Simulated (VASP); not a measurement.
Consider the following.

```
CELL_PARAMETERS angstrom
      0.00000     2.04000     2.04000
      2.04000     0.00000     2.04000
      2.04000     2.04000     0.00000
ATOMIC_POSITIONS crystal
  Au 0.00000 0.00000 0.00000
```

Method: PBE GGA with D3 dispersion (Becke-Johnson damping), VASP's PBE PAW potentials (set 64) (plane waves; VASP). Settings: 520 eV cut-off, 14×14×14 Γ-centred mesh, first-order Methfessel-Paxton smearing of 0.10 eV, potentials Au.

The ions, cell shape and volume are relaxed. Give the cell that the relaxation ends in.

```
CELL_PARAMETERS angstrom
      0.00000     2.04979     2.04979
      2.04979     0.00000     2.04979
      2.04979     2.04979     0.00000
ATOMIC_POSITIONS crystal
  Au 0.00000 0.00000 0.00000
```
Space group Fm-3m (225), at a tolerance of 0.03 Å.

How do energy and volume change from the first to the last step?

The energy (σ→0) changes by -1.9 meV/atom and the volume by +1.4 %, in 3 ionic steps.

```tsv
step	E(σ→0) (eV)	max force (eV/Å)	pressure (GPa)	volume (Å³)
1	-3.8605	0.000	2.49	16.98
2	-3.8576	0.000	-3.66	17.64
3	-3.8624	0.000	0.00	17.23
```

The compound is Au in the fcc structure. This run relaxes it. Symmetry was kept, so distortions that lower it aren't found.
